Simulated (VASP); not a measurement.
Consider the following.

```
CELL_PARAMETERS angstrom
      0.00000     2.40500     2.40500
      2.40500     0.00000     2.40500
      2.40500     2.40500     0.00000
ATOMIC_POSITIONS crystal
  Ca 0.00000 0.00000 0.00000
  O  0.50000 0.50000 0.50000
```

All values below come from PBE GGA, VASP's PBE PAW potentials (set 64) (plane waves; VASP). Numerical set-up: 520 eV cut-off, 7×7×7 Γ-centred mesh, Gaussian smearing of 0.050 eV, potentials Ca_sv O.

Q: What does the run give for the energy per atom (σ→0), pressure?

A: 
| Quantity | Value |
|---|---|
| energy per atom (σ→0) | -6.401 eV/atom |
| pressure | 1.99 GPa |

The compound is CaO in the rock salt structure. The cell was not relaxed at this level.
